## Question

Indium phosphide has four valence bands built from the outer s and p electrons. Five more filled bands, mainly indium 4d, lie deeper and are left out here. The table lists three of these four levels in a density-functional calculation at several points of the Brillouin zone, with energies counted from the top of the valence band. "Level under 1" is the highest occupied level at a point, "level under 2" the next one down, and "level under 4" the bottom valence level. The three point coordinates $a$, $b$, $c$ are fractions of the reciprocal cell vectors.

VASP 6.6.1, PBE Kohn–Sham levels from the starting step of a G0W0 run on InP (F-43m, 2 atoms per cell), without spin polarisation or spin–orbit coupling. PAW PBE potentials In_d_GW and P_GW, plane-wave cutoff 420 eV, 4×4×4 k mesh, Gaussian smearing of 0.01 eV. Energies are counted from the valence top.

```
point a (reciprocal cell vector)  point b (reciprocal cell vector)  point c (reciprocal cell vector)  level under 4 (eV)  level under 2 (eV)  level under 1 (eV)
                          0.0000                            0.0000                            0.0000                   ?                   ?                   ?
                          0.2500                            0.0000                            0.0000                   ?                   ?                   ?
                          0.2500                            0.2500                            0.0000             -10.364              -1.313              -1.313
                          0.5000                            0.2500                            0.0000              -9.382              -2.549              -1.624
                         -0.2500                            0.2500                            0.0000              -9.733              -2.644              -0.957
                          0.5000                            0.5000                            0.0000              -9.024              -2.169              -2.169
                         -0.2500                            0.5000                            0.2500              -8.961              -2.761              -2.710
```

Two points are left open: the zone centre Γ at $(0,0,0)$, and the point $(\tfrac14,0,0)$ halfway from Γ to the zone-boundary point L. Predict for both the bottom valence level and the two highest occupied levels. Give an error bar where the answer depends on a model.

## Model answer

**The bottom level.** Phosphorus holds its 3s electrons more tightly than indium holds its 5s electrons, so the lowest valence band is mainly phosphorus 3s. Each phosphorus atom has four indium neighbours, and coupling to their 5s orbitals pushes the phosphorus level down. How strong the push is depends on the wave's phases at the four neighbours: in step they add, out of step they cancel. This assignment rests on the chemistry of the two atoms, not on an analysis of the computed states.

Let $F$ be the squared sum of the four phase factors, scaled to 1 when all are in step. In the coordinates of the table,

$$F=\tfrac18\left[2+\cos2\pi a+\cos2\pi b+\cos2\pi c+\cos2\pi(a-b)+\cos2\pi(b-c)+\cos2\pi(a-c)\right].$$

It is 1 at Γ and 0 at the boundary points X, $(\tfrac12,\tfrac12,0)$, and W, $(-\tfrac14,\tfrac12,\tfrac14)$. If the picture is right, X and W should have nearly the same bottom level, and they differ by only 0.06 eV. At the other known points the level lies deeper the larger $F$ is.

The push also weakens as it proceeds. From the mean of X and W to $F=\tfrac14$ the level changes at a rate of −2.96 eV per unit of $F$, but from $F=\tfrac14$ to $\tfrac12$ at only −2.52 eV. This is how two coupled levels behave: the further apart they have been driven, the less a given coupling adds. With $D$ as half their original separation and $V$ as the coupling at $F=1$, the lower level lies $\sqrt{D^2+V^2F}$ below their mean. Hence

$$E=c_0-c_1\sqrt{s+F},\qquad s=D^2/V^2.$$

The three constants were fitted to the five known points. They can trade against each other, so they serve for interpolation and a short extrapolation, not as measured couplings.

Halfway to L, three of the six cosines are 1 and three are 0, so $F=(2+3)/8=0.625$. The fitted curve then gives

$$E=-5.485-4.796\sqrt{0.535+0.625}=-10.65\ \text{eV}.$$

At Γ, where $F=1$, the same curve gives −11.4 eV. A straight line in $F$, which is the limit of weak coupling, puts both levels deeper. The distance between the two curves sets the error bars: **−10.65 ± 0.1 eV** halfway to L and **−11.4 ± 0.3 eV** at Γ.

**The two highest occupied levels.** These come from p orbitals, mainly those of phosphorus, which are pushed down by the p orbitals of indium. In the simplest picture two couplings matter. One, $u$, links like orbitals, such as $p_x$ with $p_x$; the other, $v$, links crossed ones, such as $p_x$ with $p_y$. At Γ the crossed contributions of the four bonds cancel. Away from Γ they come into play, while the like ones fade. If $v$ exceeds $u$, the gain outweighs the loss, and the levels sink.

At Γ the squared coupling is $u^2$, and halfway to X it is $(u^2+v^2)/2$. Halfway to L, the phase on one bond runs a quarter turn ahead of the other three, and the squared coupling becomes $(10u^2+4uv+2v^2)/16$. For weak coupling the level sinks in proportion to the gain over $u^2$. With $r=v/u$, the sinking halfway to L is therefore a fixed share of that halfway to X:

$$\frac{(v-u)(v+3u)/8}{(v-u)(v+u)/2}=\frac{r+3}{4(r+1)}.$$

This share falls only from 1/2 to 3/8 as $r$ goes from just above 1 to 3, which is taken here as a plausible range. Halfway to X the highest level lies at −1.313 eV, and the middle of the range gives −0.57 eV halfway to L. The same approximation would put the level halfway to X at half the depth it has at X, whereas the computed share is 0.61. Such an error calls for a generous bar: **−0.57 ± 0.15 eV**. The two levels should coincide, because the two directions perpendicular to the line from Γ to L are equivalent.

At Γ the two highest levels should also coincide, at **0 eV**. This earns little credit: InP is known to have its valence top at Γ, and the energies are counted from that top.

## Computed values

The withheld rows as computed:

```
point a (reciprocal cell vector)  point b (reciprocal cell vector)  point c (reciprocal cell vector)  level under 4 (eV)  level under 2 (eV)  level under 1 (eV)
                          0.0000                            0.0000                            0.0000             -11.195               0.000               0.000
                          0.2500                            0.0000                            0.0000             -10.572              -0.518              -0.518
```

All the forecasts hold within their ranges. The bottom level at Γ is −11.2 eV, so the model put it 0.23 eV too deep, about a tenth of the 2.17 eV between Γ and X. Halfway to L it was too deep by 0.08 eV, close to the edge of its bar. The highest level there is −0.518 eV, which the forecast missed by 0.06 eV.

## Remarks on the reasoning

The bottom level is a test of extrapolation, because both open points have a larger $F$ than any point in the fit. The straight line misses both values by at least twice as much as the two-level curve, so the weakening of the push is worth including. The full printout after this text compares the two fits.

Yet the curve errs in the same direction at both points: the computed band levels off sooner than the curve predicts. Part of the reason may lie in the extrapolation itself. The factor $F$ does not fix the level completely: X and W share $F=0$ and still differ by 0.06 eV. A deviation of that size halfway to X, the known point with the largest $F$, would bend the fitted curve, and the error would grow on the way to Γ. Small deviations are to be expected, because phosphorus 3s also couples to indium p. To lowest order that push too depends on $F$ alone, but indium p is itself coupled to phosphorus p, and this brings in the direction of the wave.

For the highest levels, the success should not be turned into a value of $r$. The computed share, $0.518/1.313=0.39$, lies within the expected range. But the approximation is already off by about a fifth when it compares the point halfway to X with X itself. An error of that size would shift the inferred $r$ strongly, although it does little harm to the forecast.

The calculation leaves out spin-orbit coupling. At Γ, where a third level also lies at 0 eV, that coupling would keep two of the three together and push the other below them; halfway to L it would part the two. A comparison of the band depths with photoemission needs a further caution. The levels come from the PBE step of the G0W0 job, not from its quasiparticle energies: they leave a gap of 0.42 eV at Γ, whereas the quasiparticle gap of the same run is 0.89 eV.

What carries over to other points of the zone is the habit of counting phases first. L itself, at $(\tfrac12,0,0)$, has $F=\tfrac14$, the same as the known point $(-\tfrac14,\tfrac14,0)$. Its bottom level should therefore lie near −9.7 eV, much as X and W lie close together although they are different points.

Printed output of the fit:

```
fit of deep on 5 rows: constant -5.485 +/- 0.11, coefficient of sqrt(s + F) -4.796 +/- 0.13, s 0.535; rms 0.0199, worst -0.25 -0.0317, leave-one-out rms 0.039
  rows outside the fit (model, value, miss): 0.0 -11.43, -11.2, -0.232; 0.25 -10.65, -10.57, -0.078
fit of deep on 5 rows: constant -9.011 +/- 0.025, coefficient of F -2.753 +/- 0.098; rms 0.0319, worst -0.25 -0.05, leave-one-out rms 0.0698
  rows outside the fit (model, value, miss): 0.0 -11.76, -11.2, -0.569; 0.25 -10.73, -10.57, -0.16
Phase factor and models of the deepest level in eV:
    row      F  root model  straight line
    0.0      1      -11.43         -11.76
   0.25  0.625      -10.65         -10.73
   0.25    0.5      -10.36         -10.39
    0.5  0.125      -9.381         -9.355
  -0.25   0.25      -9.734         -9.699
    0.5      0      -8.993         -9.011
  -0.25      0      -8.993         -9.011
error bar of the deepest level at Gamma in eV: 0.3
error bar of the deepest level halfway to L in eV: 0.1
change of deepest level per unit F from X and W mean to F 0.25 in eV: -2.962
change of deepest level per unit F from 0.25 to 0.5 in eV: -2.524
deepest level at W less that at X in eV: 0.063
deepest level at X less that at Gamma in eV: 2.171
forecast of the top level halfway to L in eV: -0.5744
same forecast for r of 3 in eV: -0.4924
same forecast for r of 1 in eV: -0.6565
computed top level halfway to L in eV: -0.518
forecast less computed top level halfway to L in eV: -0.05644
splitting of the upper two levels halfway to L in eV: 0
computed top level at Gamma in eV: 0
splitting of the upper two levels at Gamma in eV: 0
top level halfway to X over that at X (second order gives 0.5): 0.6053
```
